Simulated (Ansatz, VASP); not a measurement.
# LiBeF3 in two plane-wave programs

Wanted: the spread between two codes on one cell, functional and k mesh. The cell is generated by rule, not measured, and may not be a known phase. The cell is taken from a series of runs on this material, whose earlier steps may have relaxed, scaled, displaced or heated it; both programs get it as it stands.

Method: plane waves, with VASP 6.6.1 beside it; zone-centre phonons at PBE, in Ansatz 0.2.0.

The structure was built from a prototype and need not be the compound's stable phase.

### 1. Starting point

The structure is cubic, space group Pm-3m (No. 221). Conventional cell: a = 3.497 Å, b = 3.497 Å, c = 3.497 Å, α = 90.00°, β = 90.00°, γ = 90.00°. Nearest to Li lie 12 F at 2.47 Å. Nearest to Be lie 6 F at 1.75 Å. Nearest to F lie 2 Be at 1.75 Å. Farther neighbours and most contacts between anions are not listed.

Structure file:

```cif
data_structure
_symmetry_space_group_name_H-M 'Pm-3m'
_symmetry_Int_Tables_number 221
_cell_length_a 3.4973
_cell_length_b 3.4973
_cell_length_c 3.4973
_cell_angle_alpha 90.000
_cell_angle_beta 90.000
_cell_angle_gamma 90.000
_cell_volume 42.78
loop_
_atom_site_label
_atom_site_type_symbol
_atom_site_symmetry_multiplicity
_atom_site_Wyckoff_symbol
_atom_site_fract_x
_atom_site_fract_y
_atom_site_fract_z
_atom_site_occupancy
Li1 Li 1 a 0.00000 0.00000 0.00000 1
Be1 Be 1 b 0.50000 0.50000 0.50000 1
F1 F 3 c 0.50000 0.50000 0.00000 1
```

### 2. Ansatz: zone-centre phonons, PBE

Ansatz runs on its PAW soft_1 files.

Second derivatives magnify differences that forces hide, and they need a tight electronic threshold.

File input.yaml:

```yaml
crystal:
  lattice:
    - [3.497342264, 0.0, 0.0]
    - [0.0, 3.497342264, 0.0]
    - [0.0, 0.0, 3.497342264]
  atoms:
    - { symbol: Li, position: [0.0, 0.0, 0.0] }
    - { symbol: Be, position: [0.5, 0.5, 0.5] }
    - { symbol: F, position: [0.5, 0.5, 0.0] }
    - { symbol: F, position: [0.5, 0.0, 0.5] }
    - { symbol: F, position: [0.0, 0.5, 0.5] }
kpoints:
  mp_grid: { grid: [8, 8, 8] }
hamiltonian:
  xc: pbe
  pseudopotentials: { kind: paw, azcp: { folder: soft_1 } }
scf:
  occupations: { method: fixed }
output:
  eigenvalues: true
phonons:
  method: dfpt
  dielectric: true
  rigid_motions: translations
```

On the command line:

```
$ ansatz run input.yaml --threads 4 --pin off --max-ram 16384MiB --backend cpu --events-out ev --progress --plain --runs-dir out
```

Numbers of over 12 decimals in the logs are rounded to 6 here.

What it wrote:

```text
Engine: ansatz 0.2.0, aarch64-unknown-linux-gnu
Pseudopotentials: kind: paw
Pseudopotential: Li, paw, valence charge 3, recommended cutoff 420 eV (normal), soft_1/Li.paw.azcp
Pseudopotential: Be, paw, valence charge 2, recommended cutoff 420 eV (normal), soft_1/Be.paw.azcp
Pseudopotential: F, paw, valence charge 7, recommended cutoff 420 eV (normal), soft_1/F.paw.azcp
Functional definition: PBE
  parameter kappa = 0.804
  parameter beta = 0.066725
  exchange = pbe_x(kappa = kappa, mu = beta*pi^2/3)
  correlation = pbe_c(beta = beta)
Crystal: 5 atoms, lattice volume = 42.777 Å³
Basis set: ecut = 420 eV, 847 PW (Γ), exchange–correlation on 48×48×48 points (8 copies of the dense FFT grid, shifted against one another)
Bands: 18, of which v1, the nominal top of the filled ones, is band 13 counted from 1 (12 counted from 0)
Symmetry: 48 space group operations
k-points: 170 of 512 (irreducible under 2 space group operations, time reversal used)
Non-local potential: Li, projectors of the file, l = 0: 3, l = 1: 2, l = 2: 1
Non-local potential: Be, projectors of the file, l = 0: 2, l = 1: 2, l = 2: 1
Non-local potential: F, projectors of the file, l = 0: 2, l = 1: 2, l = 2: 1
PAW form: soft (Blöchl's): semilocal exchange-correlation on the pseudo side does not see the compensation charge
PAW one-centre angular grid: Li, 110 points (default); XC on 96 Gauss nodes
PAW one-centre angular grid: Be, 110 points (default); XC on 64 Gauss nodes
PAW one-centre angular grid: F, 110 points (default); XC on 64 Gauss nodes
Initial density: superposition of atomic densities (chi_scale 0.1, normalization cell, long waves kept (reshape's long-wave potential 0.02 eV rms))
Initial wavefunctions: pseudopotential atomic-orbital guess
Functional: x = pbe(κ = 0.804, μ = 0.219515), c = pbe(β = 0.066725)
SCF iter   1: F=—  HF=-2728.295108 eV  |F-HF|=—  |Δ(HF+E_count)|=         —  Δρ=6.34e-2  dr2=9.95e-1  ethr=3.10e-3  ⟨swp⟩=4.7  Hψ=14557  notcnv=0  defer=387
preconditioner: auto → none  [insulator: Δε(μ)=7.558 eV  Ē_g=19.550 eV  n_scr=6 (ndim 8)  ℏωp=27.8 eV  f_vac=0.000  ε∞_Penn≈3.0]
SCF iter   2: F=—  HF=-2728.385251 eV  |F-HF|=—  |Δ(HF+E_count)|=   9.01e-2  Δρ=2.75e-2  dr2=1.27e-1  ethr=3.10e-3  ⟨swp⟩=2.1  Hψ=6558  notcnv=0  defer=333
SCF iter   3: F=—  HF=-2728.402556 eV  |F-HF|=—  |Δ(HF+E_count)|=   1.73e-2  Δρ=1.19e-2  dr2=2.95e-2  ethr=4.87e-4  ⟨swp⟩=2.0  Hψ=4790  notcnv=0  defer=488
SCF iter   4: F=—  HF=-2728.417142 eV  |F-HF|=—  |Δ(HF+E_count)|=   1.46e-2  Δρ=7.63e-4  dr2=1.71e-4  ethr=1.13e-4  ⟨swp⟩=2.1  Hψ=5449  notcnv=0  defer=496
SCF iter   5: F=—  HF=-2728.417274 eV  |F-HF|=—  |Δ(HF+E_count)|=   1.32e-4  Δρ=1.00e-4  dr2=1.56e-6  ethr=6.59e-7  ⟨swp⟩=2.0  Hψ=5447  notcnv=0  defer=505
SCF iter   6: F=—  HF=-2728.417276 eV  |F-HF|=—  |Δ(HF+E_count)|=   2.07e-6  Δρ=2.06e-5  dr2=7.71e-8  ethr=5.98e-9  ⟨swp⟩=2.0  Hψ=4685  notcnv=0  defer=230
SCF iter   7: F=—  HF=-2728.417276 eV  |F-HF|=—  |Δ(HF+E_count)|=   1.06e-7  Δρ=9.85e-7  dr2=1.41e-10  ethr=2.96e-10  ⟨swp⟩=2.0  Hψ=4804  notcnv=0  defer=230
SCF iter   8: F=-2728.417276 eV  HF=-2728.417276 eV  |F-HF|=2.73e-12  |Δ(HF+E_count)|=  3.28e-10  Δρ=7.82e-8  dr2=1.53e-12  ethr=1.00e-12  ⟨swp⟩=10.1  Hψ=16291  notcnv=0
SCF 1 converged in 8 iterations: F = -2728.417276 eV  dr2 = 1.53e-12
  greatest PAW one-centre occupation: 1.000 electrons in one spin orbital (limit 2), on the Li atom at site 0 (counted from 0), in its partial waves of l = 0
DFPT response loops at Γ: preconditioner auto → none (the input reference at scf.mixing.eps_inf says where Resta's filter doesn't serve); β = 0.50; Broyden in place of MSR1
SCF converged after 8 iterations
Free energy (F): -2728.417276 eV
Harris-Foulkes:  -2728.417276 eV  (|F-HF|=2.73e-12)
Internal energy: -2728.417276 eV  (E = F + TS)
E sigma→0 (E₀):  -2728.417276 eV
Fermi energy:    2.250274 eV
--- Per-component energies (eV) ---
  E_band       = -193.803018
  E_kinetic    = 632.534020
  E_local      = -1840.390446  (includes V_loc(G=0)·N_el)
  E_nonlocal   = 245.256168
  E_hartree    = 668.614752
  E_xc         = -261.358129
  E_vxc        = -329.931205  (∫ρ·V_xc dr)
  E_paw        = -698.444183  (= ΣΔE_a)
  E_vpaw       = -238.503319  (= ΣTr[D̂ρ^β])
  E_aug_tail   = 0.002297  (compensation charges beyond the density's cutoff)
  E_ewald      = -1474.631755
  E_smearing   = -0.000000  (= −TS)
  E_closure    = -0.000000  (closes the sum)
  Σ components = -2728.417276   (vs F -2728.417276, Δ=0.00e0)
--- Band table (eV; the first three rows and the last of 170) ---
  k-point 0: bands = [... 9 lower, 1.2150, 1.4818, 1.4818, 1.4818, 9.7792, 14.7542, 17.5192, 17.5192, ... 1 higher]
  k-point 1: bands = [... 9 lower, 1.1627, 1.2787, 1.4439, 1.4439, 10.0364, 14.9012, 16.2873, 17.3646, ... 1 higher]
  k-point 2: bands = [... 9 lower, 0.9395, 1.0384, 1.4140, 1.4140, 10.7004, 14.9507, 15.3800, 17.0120, ... 1 higher]
  k-point 169: bands = [... 9 lower, 1.0244, 2.2503, 2.2503, 2.2503, 13.8442, 14.5158, 14.5158, 14.5158, ... 1 higher]
--- Phonons (Γ-DFPT): 4 representative perturbations + reference, on 170 of 512 k-points (Σ response iterations 14) ---
  k mesh reduced under 2 symmetry operations, with k and −k counted as one. Each operation leaves every solved perturbation unchanged. A smaller set is not considered because the run solves the response to a homogeneous field
  ASR residual: 3.748e-3 → 0.000e0 eV/Å²; symmetrization residual: 9.351e-7 eV/Å²
  ASR residual per site (eV/Å²): 3.71e-4 3.75e-3 1.72e-3 1.72e-3 1.72e-3
  Γ frequencies (cm⁻¹): -208.46 -208.46 -208.46 0.00 0.00 0.00 207.71 207.71 207.71 212.48 212.48 212.48 485.87 485.87 485.87
  ε∞ (high-frequency dielectric tensor):
        2.171563     0.000000     0.000000
        0.000000     2.171563     0.000000
        0.000000     0.000000     2.171563
  softest optical mode at Γ: -208.46 cm⁻¹; the repairs (sum rule, projections) moved no ω² at Γ by more than (10.66 cm⁻¹)²
  Born effective charges Z* (e; rows j = field, columns β = displacement):
    site 0:
         1.18591    0.00000    0.00000
        -0.00000    1.18591    0.00000
         0.00000    0.00000    1.18591
    site 1:
         2.18910    0.00000    0.00000
         0.00000    2.18910    0.00000
         0.00000    0.00000    2.18910
    site 2:
        -0.87562    0.00000    0.00000
        -0.00000   -0.87562    0.00000
         0.00000    0.00000   -1.62377
    site 3:
        -0.87562    0.00000    0.00000
        -0.00000   -1.62377    0.00000
         0.00000    0.00000   -0.87562
    site 4:
        -1.62377    0.00000    0.00000
        -0.00000   -0.87562    0.00000
         0.00000    0.00000   -0.87562
  Z* charge neutrality: 5.080e-5 e pre-enforcement
  k-mesh period / interband length: 28.0 Å / 0.80 Å = 35.08 at k = (-0.5000, -0.5000, -0.5000), direct gap 11.594 eV — 14 or more, which is no proof of convergence
  optical modes at Γ without the LO–TO term, one row a degenerate level:
      ω (cm⁻¹)  modes    IR ((D/Å)²/amu)
       -208.46      3            41.6676
        207.71      3            24.3424
        212.48      3             0.0000
        485.87      3             0.0105
  optical modes at Γ + LO–TO along q̂ = [1.0000, 0.0000, 0.0000]:
      ω (cm⁻¹)  modes    IR ((D/Å)²/amu)
       -208.46      2            27.7784
         87.27      1             0.1614
[...]
optical modes at Γ + LO–TO along q̂ = [0.0000, 1.0000, 0.0000]:
      ω (cm⁻¹)  modes    IR ((D/Å)²/amu)
[...]
705.28      1            21.8426
  optical modes at Γ + LO–TO along q̂ = [0.0000, 0.0000, 1.0000]:
      ω (cm⁻¹)  modes    IR ((D/Å)²/amu)
       -208.46      2            27.7784
         87.27      1             0.1614
        207.71      2            16.2283
        212.48      3             0.0000
        485.80      1             0.0029
        485.87      2             0.0070
        705.28      1            21.8426
```

Reading the cycles: dr2 is the Hartree energy of the density residual (eV), the measure of convergence; HF is the Harris–Foulkes estimate of the energy, which meets the free energy F at convergence.

(Part 1 of 3 ends here.)

[Lines on the potential files, build, host, timing and source positions are cut from VASP's logs without a mark.]

[Logs are printed without paths, hosts, clocks, repeated set-up lines and the standing remarks that a program may print on its own settings, such as how far it seeks lower states.]

[Hosts, paths, dates, database ids (printed as entryN), source tags and the programs' standing remarks are cut or masked in the printed files.]
